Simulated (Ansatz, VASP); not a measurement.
**Ge (Ge(110)) in two plane-wave programs**

One calculation is typed for both programs; each brings its own data sets and cutoff. How far apart do they land? The structure shown is the end of the VASP relaxation below.

Method: plane waves, with VASP 6.6.1 beside it; single point at PBE, in Ansatz 0.2.0.

**1. The structure**

The cell holds 18 atoms: 18 Ge. Its edges and angles: a = 4.175 Å, b = 5.905 Å, c = 32.210 Å, α = 90.0°, β = 90.0°, γ = 90.0°. It derives from Ge. As first built, before any earlier steps moved the atoms: 9 layers, strained by +2 % in the plane. Vacuum lies along c.

**2. VASP: relaxation, PBE**

This run makes the geometry at which the two programs are then compared.

Lines of VASP's logs that name or quote its potential files are left out, and so is its time.

Input file INCAR:

```
SYSTEM = Ge
PREC = Normal
ENCUT = 320
EDIFF = 1E-05
NELM = 120
ISMEAR = 0
SIGMA = 0.03
LREAL = Auto
ALGO = Fast
GGA = PE
NBANDS = 54
LORBIT = 11
LWAVE = .FALSE.
LCHARG = .FALSE.
KPAR = 2
NCORE = 2
IBRION = 2
NSW = 60
ISIF = 2
EDIFFG = -0.03
POTIM = 0.4
MAXMIX = 40
IDIPOL = 3
LDIPOL = .TRUE.
DIPOL = 0.5 0.5 0.5
```

Input file POSCAR:

```
Ge
1.0
    4.1752950676      0.0000000000      0.0000000000
    0.0000000000      5.9047589115      0.0000000000
    0.0000000000      0.0000000000     32.2101655760
Ge
18
Direct
    0.7500000000      0.3750000000      0.7516312100
    0.2500000000      0.6250000000      0.7516312100
    0.2500000000      0.8750000000      0.6887234000
    0.7500000000      0.1250000000      0.6887234000
    0.7500000000      0.3750000000      0.6258156000
    0.2500000000      0.6250000000      0.6258156000
    0.2500000000      0.8750000000      0.5629078000
    0.7500000000      0.1250000000      0.5629078000
    0.7500000000      0.3750000000      0.5000000000
    0.2500000000      0.6250000000      0.5000000000
    0.2500000000      0.8750000000      0.4370922000
    0.7500000000      0.1250000000      0.4370922000
    0.7500000000      0.3750000000      0.3741844000
    0.2500000000      0.6250000000      0.3741844000
    0.2500000000      0.8750000000      0.3112766000
    0.7500000000      0.1250000000      0.3112766000
    0.7500000000      0.3750000000      0.2483687900
    0.2500000000      0.6250000000      0.2483687900
```

Input file KPOINTS:

```
Automatic mesh
0
Gamma
6 4 1
0 0 0
```

Potentials, in the order of the species: Ge (PBE family, release 64).

Started as:

```sh
$ mpirun -np 4 vasp_std
```

Numbers of over 12 decimals in the logs are rounded to 6 here.

What it wrote:

```text
[banner, memory and clock lines left out]
running    4 mpi-ranks, on    1 nodes
 distrk:  each k-point on    2 cores,    2 groups
 distr:  one band on    2 cores,    1 groups

 POSCAR found type information on POSCAR Ge
 POSCAR found :  1 types and      18 ions
 LDA part: xc-table for (Slater+PW92), standard interpolation
 POSCAR, INCAR and KPOINTS ok, starting setup
 FFT: planning ... GRIDC
 FFT: planning ... GRID_SOFT
 FFT: planning ... GRID
 WAVECAR not read
 entering main loop
       N       E                     dE             d eps       ncg     rms          rms(c)
DAV:   1     0.277470185806E+03    0.27747E+03   -0.17942E+04  1296   0.678E+02
DAV:   2    -0.448918544218E+02   -0.32236E+03   -0.31089E+03  1722   0.143E+02
DAV:   3    -0.765160405746E+02   -0.31624E+02   -0.30973E+02  1560   0.469E+01
DAV:   4    -0.775846549807E+02   -0.10686E+01   -0.10624E+01  1800   0.924E+00
DAV:   5    -0.776088262732E+02   -0.24171E-01   -0.24147E-01  1692   0.130E+00    0.762E+00
RMM:   6    -0.772160762490E+02    0.39275E+00   -0.28153E-01  1296   0.129E+00    0.458E+00
RMM:   7    -0.774137594857E+02   -0.19768E+00   -0.68986E-01  1316   0.186E+00    0.181E+00
RMM:   8    -0.769778203066E+02    0.43594E+00   -0.20178E-01  1327   0.104E+00    0.347E-01
RMM:   9    -0.769852356341E+02   -0.74153E-02   -0.37103E-02  1342   0.508E-01    0.145E-01
RMM:  10    -0.769847939754E+02    0.44166E-03   -0.57573E-03  1426   0.207E-01    0.753E-02
RMM:  11    -0.769852996433E+02   -0.50567E-03   -0.12076E-03  1308   0.107E-01    0.290E-02
RMM:  12    -0.769854648189E+02   -0.16518E-03   -0.57802E-04  1318   0.613E-02    0.182E-02
RMM:  13    -0.769856954437E+02   -0.23062E-03   -0.24970E-04  1274   0.367E-02    0.103E-02
RMM:  14    -0.769858543109E+02   -0.15887E-03   -0.82186E-05  1087   0.200E-02    0.484E-03
RMM:  15    -0.769859211238E+02   -0.66813E-04   -0.40583E-05   954   0.123E-02    0.261E-03
RMM:  16    -0.769859523981E+02   -0.31274E-04   -0.14212E-05   897   0.690E-03    0.167E-03
RMM:  17    -0.769859916434E+02   -0.39245E-04   -0.57860E-06   777   0.446E-03    0.130E-03
RMM:  18    -0.769860201625E+02   -0.28519E-04   -0.15945E-06   529   0.282E-03    0.630E-04
RMM:  19    -0.769860414473E+02   -0.21285E-04   -0.11468E-06   495   0.261E-03    0.364E-04
RMM:  20    -0.769860531076E+02   -0.11660E-04   -0.86889E-07   486   0.258E-03    0.172E-04
RMM:  21    -0.769860544474E+02   -0.13397E-05   -0.14761E-07   415   0.219E-03
   1 F= -.76986054E+02 E0= -.76983278E+02  d E =-.769861E+02
[... from here on, the cycles between the ionic steps are left out ...]
   2 F= -.77028385E+02 E0= -.77025853E+02  d E =-.423301E-01
   3 F= -.77052435E+02 E0= -.77049543E+02  d E =-.663802E-01
   4 F= -.77053150E+02 E0= -.77050307E+02  d E =-.670960E-01
   5 F= -.77061221E+02 E0= -.77058367E+02  d E =-.807088E-02
   6 F= -.77065037E+02 E0= -.77062182E+02  d E =-.118865E-01
   7 F= -.77061165E+02 E0= -.77057986E+02  d E =-.801503E-02
   8 F= -.77065568E+02 E0= -.77062685E+02  d E =-.124174E-01
   9 F= -.77068975E+02 E0= -.77066131E+02  d E =-.340752E-02
  10 F= -.77069455E+02 E0= -.77066625E+02  d E =-.388732E-02
 curvature:  -1.60 expect dE=-0.103E-02 dE for cont linesearch -0.156E-06
 trial: gam= 0.22871 g(F)=  0.642E-03 g(S)=  0.000E+00 ort = 0.183E-04 (trialstep = 0.185E+01)
 search vector abs. value=  0.828E-03
 bond charge predicted
       N       E                     dE             d eps       ncg     rms          rms(c)
DAV:   1    -0.770702831487E+02   -0.83725E-03   -0.23724E-02  1374   0.463E-01    0.485E-02
RMM:   2    -0.770703795079E+02   -0.96359E-04   -0.16483E-03  1298   0.117E-01    0.326E-02
RMM:   3    -0.770704212057E+02   -0.41698E-04   -0.28718E-04  1322   0.492E-02    0.117E-02
RMM:   4    -0.770704514980E+02   -0.30292E-04   -0.57759E-05  1099   0.212E-02    0.103E-02
RMM:   5    -0.770704453449E+02    0.61531E-05   -0.18027E-05   879   0.109E-02
  11 F= -.77070445E+02 E0= -.77067749E+02  d E =-.990185E-03
 trial-energy change:   -0.000990  1 .order   -0.000945   -0.001197   -0.000694
 step:   3.1856(harm=  4.4069)  dis= 0.00647  next Energy=   -77.070711 (dE=-0.126E-02)
 reached required accuracy - stopping structural energy minimisation
```

OUTCAR, selected parts (step 2):

```text
ion  position               nearest neighbor table
   1  0.750  0.375  0.752-   4 2.51   2 2.56   2 2.56
   2  0.250  0.625  0.752-   3 2.51   1 2.56   1 2.56
   3  0.250  0.875  0.689-   6 2.51   2 2.51   4 2.56   4 2.56
   4  0.750  0.125  0.689-   5 2.51   1 2.51   3 2.56   3 2.56
   5  0.750  0.375  0.626-   4 2.51   8 2.51   6 2.56   6 2.56
   6  0.250  0.625  0.626-   3 2.51   7 2.51   5 2.56   5 2.56
   7  0.250  0.875  0.563-  10 2.51   6 2.51   8 2.56   8 2.56
   8  0.750  0.125  0.563-   9 2.51   5 2.51   7 2.56   7 2.56
   9  0.750  0.375  0.500-   8 2.51  12 2.51  10 2.56  10 2.56
  10  0.250  0.625  0.500-   7 2.51  11 2.51   9 2.56   9 2.56
  11  0.250  0.875  0.437-  10 2.51  14 2.51  12 2.56  12 2.56
  12  0.750  0.125  0.437-   9 2.51  13 2.51  11 2.56  11 2.56
  13  0.750  0.375  0.374-  16 2.51  12 2.51  14 2.56  14 2.56
  14  0.250  0.625  0.374-  15 2.51  11 2.51  13 2.56  13 2.56
  15  0.250  0.875  0.311-  14 2.51  18 2.51  16 2.56  16 2.56
  16  0.750  0.125  0.311-  13 2.51  17 2.51  15 2.56  15 2.56
  17  0.750  0.375  0.248-  16 2.51  18 2.56  18 2.56
  18  0.250  0.625  0.248-  15 2.51  17 2.56  17 2.56

  LATTYP: Found a simple orthorhombic cell.
 ALAT       =     4.1752950676
 B/A-ratio  =     1.4142135624
 C/A-ratio  =     7.7144645000

 Subroutine GETGRP returns: Found  8 space group operations
 (whereof  4 operations were pure point group operations)

The static configuration has the point symmetry C_2h.
 The point group associated with its full space group is D_2h.

 Found     12 irreducible k-points:

   k-points           NKPTS =     12   k-points in BZ     NKDIM =     12   number of bands    NBANDS=     54

   dimension x,y,z NGX =    18 NGY =   28 NGZ =  144
   dimension x,y,z NGXF=    36 NGYF=   56 NGZF=  288

   ENCUT  =  320.0 eV  23.52 Ry    4.85 a.u.   6.09  8.61 46.98*2*pi/ulx,y,z

   NELECT =      72.0000    total number of electrons

 k-points in reciprocal lattice and weights: Automatic mesh
   0.00000000  0.00000000  0.00000000       0.042
   0.16666667  0.00000000  0.00000000       0.083
   0.33333333  0.00000000  0.00000000       0.083
   0.50000000  0.00000000  0.00000000       0.042
   0.00000000  0.25000000  0.00000000       0.083
   0.16666667  0.25000000  0.00000000       0.167
   0.33333333  0.25000000  0.00000000       0.167
   0.50000000  0.25000000  0.00000000       0.083
   0.00000000  0.50000000  0.00000000       0.042
   0.16666667  0.50000000  0.00000000       0.083
   0.33333333  0.50000000  0.00000000       0.083
   0.50000000  0.50000000  0.00000000       0.042

 dipolmoment           0.000000      0.000000     -0.000000 electrons x Angstroem

 average (electrostatic) potential at core
       1 -36.8815       2 -36.8815       3 -37.0668       4 -37.0668       5 -37.0740
       6 -37.0740       7 -37.0484       8 -37.0484       9 -37.0642      10 -37.0642
      11 -37.0484      12 -37.0484      13 -37.0740      14 -37.0740      15 -37.0668
      16 -37.0668      17 -36.8815      18 -36.8815

 E-fermi :  -0.4276

 k-point     1 :       0.0000    0.0000    0.0000
  band No.  band energies     occupation
    ...
     31      -1.2473      2.00000
     32      -1.1557      2.00000
     33      -0.8675      2.00000
     34      -0.5997      2.00000
     35      -0.4651      1.92239
     36      -0.2369      0.00000
     37      -0.1124      0.00000
     38       0.2478      0.00000
     39       0.4332      0.00000
     40       0.6298      0.00000
    ...

 k-point     2 :       0.1667    0.0000    0.0000
  band No.  band energies     occupation
    ...
     32      -1.7612      2.00000
     33      -1.4416      2.00000
     34      -1.2649      2.00000
     35      -0.5973      2.00000
     36      -0.5469      2.00000
     37      -0.1400      0.00000
     38       0.4648      0.00000
     39       1.3114      0.00000
     40       1.4321      0.00000
     41       1.5868      0.00000
    ...

 k-point     3 :       0.3333    0.0000    0.0000
  band No.  band energies     occupation
    ...
     32      -2.4095      2.00000
     33      -2.2409      2.00000
     34      -1.5600      2.00000
     35      -0.9061      2.00000
     36      -0.8224      2.00000
     37      -0.1698      0.00000
     38       0.1269      0.00000
     39       0.6232      0.00000
     40       0.7740      0.00000
     41       1.2982      0.00000
    ...

  Total       -5.6615901     -4.9861778     -0.2616217      0.0000000      0.0000000      0.0000000
  in kB      -11.4226456    -10.0599552     -0.5278397      0.0000000      0.0000000      0.0000000
  external PRESSURE =      -7.3368135 kB  Pullay stress =       0.0000000 kB

  energy-cutoff  :      320.00
  volume of cell :      794.11
      direct lattice vectors                 reciprocal lattice vectors
     4.175295068  0.000000000  0.000000000     0.239504031  0.000000000  0.000000000
     0.000000000  5.904758912  0.000000000     0.000000000  0.169354925  0.000000000
     0.000000000  0.000000000 32.210165576     0.000000000  0.000000000  0.031046099

 POSITION                                       TOTAL-FORCE (eV/Angst)
 -----------------------------------------------------------------------------------
      3.13147      2.27778     24.19115        -0.000000      0.006276     -0.007169
      1.04382      3.62698     24.19115        -0.000000     -0.006276     -0.007169
      1.04382      5.17648     22.21437        -0.000000      0.020834     -0.003648
      3.13147      0.72828     22.21437        -0.000000     -0.020834     -0.003648
      3.13147      2.22658     20.16919        -0.000000      0.012950      0.022913
      1.04382      3.67817     20.16919        -0.000000     -0.012950      0.022913
      1.04382      5.17964     18.12762        -0.000000     -0.009372      0.021880
      3.13147      0.72511     18.12762        -0.000000      0.009372      0.021880
      3.13147      2.23203     16.10508        -0.000000     -0.005042     -0.000000
      1.04382      3.67273     16.10508        -0.000000      0.005042     -0.000000
      1.04382      5.17964     14.08255        -0.000000     -0.009372     -0.021880
      3.13147      0.72511     14.08255        -0.000000      0.009372     -0.021880
      3.13147      2.22658     12.04097         0.000000      0.012950     -0.022913
      1.04382      3.67817     12.04097         0.000000     -0.012950     -0.022913
      1.04382      5.17648      9.99579         0.000000      0.020834      0.003648
      3.13147      0.72828      9.99579        -0.000000     -0.020834      0.003648
      3.13147      2.27778      8.01902        -0.000000      0.006276      0.007169
      1.04382      3.62698      8.01902        -0.000000     -0.006276      0.007169
 -----------------------------------------------------------------------------------
    total drift:                                0.000000     -0.000000      0.000000

  FREE ENERGIE OF THE ION-ELECTRON SYSTEM (eV)
  ---------------------------------------------------
  free  energy   TOTEN  =       -77.0704453449 eV

  energy  without entropy=      -77.0650526912  energy(sigma->0) =      -77.06774902

 reached required accuracy - stopping structural energy minimisation

 vacuum level on the upper side and lower side of the slab         4.113         4.113

 total charge
# of ion       s       p       d       tot
------------------------------------------
    1        1.194   1.070   0.039   2.303
    2        1.194   1.070   0.039   2.303
    3        1.166   1.123   0.051   2.339
    4        1.166   1.123   0.051   2.339
    5        1.158   1.137   0.048   2.344
    6        1.158   1.137   0.048   2.344
    7        1.150   1.154   0.049   2.352
    8        1.150   1.154   0.049   2.352
    9        1.147   1.159   0.050   2.356
   10        1.147   1.159   0.050   2.356
   11        1.150   1.154   0.049   2.352
   12        1.150   1.154   0.049   2.352
   13        1.158   1.137   0.048   2.344
   14        1.158   1.137   0.048   2.344
   15        1.166   1.123   0.051   2.339
   16        1.166   1.123   0.051   2.339
   17        1.194   1.070   0.039   2.303
   18        1.194   1.070   0.039   2.303
--------------------------------------------------
tot         20.967  20.251   0.847  42.065

[... 3 further parts left out ...]
```

CONTCAR:

```
Ge
   1.00000000000000
     4.1752950675999996    0.0000000000000000    0.0000000000000000
     0.0000000000000000    5.9047589115000001    0.0000000000000000
     0.0000000000000000    0.0000000000000000   32.2101655760000014
  Ge
    18
Direct
     0.7500000000000000    0.3857527301450097    0.7510407728250557
     0.2500000000000000    0.6142472698549903    0.7510407728250557
     0.2500000000000000    0.8766625958001821    0.6896695594256936
     0.7500000000000000    0.1233374041998179    0.6896695594256936
     0.7500000000000000    0.3770830991785951    0.6261748190560373
     0.2500000000000000    0.6229169008214048    0.6261748190560373
     0.2500000000000000    0.8771983648429543    0.5627917432697662
     0.7500000000000000    0.1228016351570458    0.5627917432697662
     0.7500000000000000    0.3780053476656928    0.5000000000000000
     0.2500000000000000    0.6219946523343073    0.5000000000000000
     0.2500000000000000    0.8771983648429543    0.4372082567302337
     0.7500000000000000    0.1228016351570458    0.4372082567302337
     0.7500000000000000    0.3770830991785951    0.3738251809439628
     0.2500000000000000    0.6229169008214048    0.3738251809439628
     0.2500000000000000    0.8766625958001821    0.3103304405743063
     0.7500000000000000    0.1233374041998179    0.3103304405743063
     0.7500000000000000    0.3857527301450097    0.2489592271749443
     0.2500000000000000    0.6142472698549903    0.2489592271749443
```

The data set Ge keeps the semicore shell frozen, which is cheaper and a little less accurate.

(Continued in part 2 of 2.)

[Lines on the potential files, build, host, timing and source positions are cut from VASP's logs without a mark.]

[Logs are printed without paths, hosts, clocks, repeated set-up lines and the standing remarks that a program may print on its own settings, such as how far it seeks lower states.]

[Hosts, paths, dates, database ids (printed as entryN), source tags and the programs' standing remarks are cut or masked in the printed files.]
